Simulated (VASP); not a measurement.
VASP ran on this input.

### INCAR
```
SYSTEM = TiB2
PREC = Accurate
ENCUT = 520
EDIFF = 1E-6
NELM = 100
ALGO = Normal
LREAL = .FALSE.
LASPH = .TRUE.
ISMEAR = 1
SIGMA = 0.1
GGA = PE
LMAXMIX = 4
LWAVE = .FALSE.
LCHARG = .FALSE.
ISIF = 2
ICHARG = 11
```

POSCAR:
```
TiB2
1
    1.5453000000    -2.6765380000     0.0000000000
    1.5453000000     2.6765380000     0.0000000000
    0.0000000000     0.0000000000     3.2946000000
Ti B
1 2
Direct
  0.0000000000   0.0000000000   0.0000000000
  0.3333330000   0.6666670000   0.5000000000
  0.6666670000   0.3333330000   0.5000000000
```

KPOINTS:
```
Automatic mesh
0
Gamma
9 9 7
0 0 0
```

POTCAR, in this order: Ti_sv B (PBE.64 set). Program: vasp_std.

The run wrote:

**standard output**
```
 POSCAR found type information on POSCAR TiB
 POSCAR found :  2 types and       3 ions
 Reading from existing POTCAR
 Reading from existing POTCAR
 LDA part: xc-table for (Slater+PW92), standard interpolation
 WARNING: stress and forces are not correct
 POSCAR, INCAR and KPOINTS ok, starting setup
 WAVECAR not read
 WARNING: CHGCAR is incomplete

 -----------------------------------------------------------------------------
|                                                                             |
|     EEEEEEE  RRRRRR   RRRRRR   OOOOOOO  RRRRRR      ###     ###     ###     |
|     E        R     R  R     R  O     O  R     R     ###     ###     ###     |
|     E        R     R  R     R  O     O  R     R     ###     ###     ###     |
|     EEEEE    RRRRRR   RRRRRR   O     O  RRRRRR       #       #       #      |
|     E        R   R    R   R    O     O  R   R                               |
|     E        R    R   R    R   O     O  R    R      ###     ###     ###     |
|     EEEEEEE  R     R  R     R  OOOOOOO  R     R     ###     ###     ###     |
|                                                                             |
|     ICHARG>10                                                               |
|                                                                             |
|       ---->  I REFUSE TO CONTINUE WITH THIS SICK JOB ... BYE!!! <----       |
|                                                                             |
 -----------------------------------------------------------------------------
```

Read input and log: which fault does this run have?
A) NSW = 0, so the ions never move
B) POTCAR lists the elements in another order than POSCAR
C) the lattice vectors carry noise near SYMPREC
D) ICHARG = 11 asks for a fixed density, but there is no CHGCAR

D, ICHARG = 11 asks for a fixed density, but there is no CHGCAR. VASP stops with an error: ERROR: charge density could not be read from file CHGCAR for ICHARG>10 ----> I REFUSE TO CONTINUE WITH THIS SICK JOB ... BYE!!! <----

To mend it, run self-consistently first and keep its CHGCAR, or remove ICHARG. The plain static run on this cell (PBE GGA, plane waves, VASP's PBE PAW potentials (set 64)) converges, and its OSZICAR ends with
```
   1 F= -.24361789E+02 E0= -.24362037E+02  d E =0.744626E-03
```

The compound is TiB2 in the AlB2 type structure. The cell was not relaxed at this level.
